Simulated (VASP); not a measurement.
Be3Te2Se:

```
Be Te Se
1.0
    -1.94948    5.84461    2.75031
     1.94948   -5.84461    2.75031
     1.94948    5.84461   -2.75031
Be Te Se
3 2 1
Cartesian
  1.9495 4.0123 1.4469
  0.0000 1.8323 4.1972
  1.9495 0.0000 1.2353
  1.9495 1.9281 2.7477
  1.9495 -1.9280 2.7477
  0.0000 0.0000 0.0001
```

The cell was built by a generator and needn't be a form met in nature.

Base run:

| Property | Result |
| --- | --- |
| Program | VASP 6.6.1 |
| Functional | PBEsol |
| Potentials or basis | VASP PAW PBE potentials, release 64 (Be, Te, Se) |
| Cutoff | 520 eV |
| k mesh | 8 × 8 × 8 |
| Occupations | gaussian, width 0.03 eV |
| Spin | no spin polarisation |

Its results: band gap on the k mesh 1.82 eV, indirect (least direct gap 1.97 eV).

Task: The run is repeated on the same cell with these changes: functional from PBEsol to PBE. What comes out?

Result: Band gap on the k mesh 1.94 eV, indirect (least direct gap 2.09 eV).

Caveats: spin-orbit coupling is left out, which moves the levels of the heavy elements.

Not every run made on this cell is shown here.
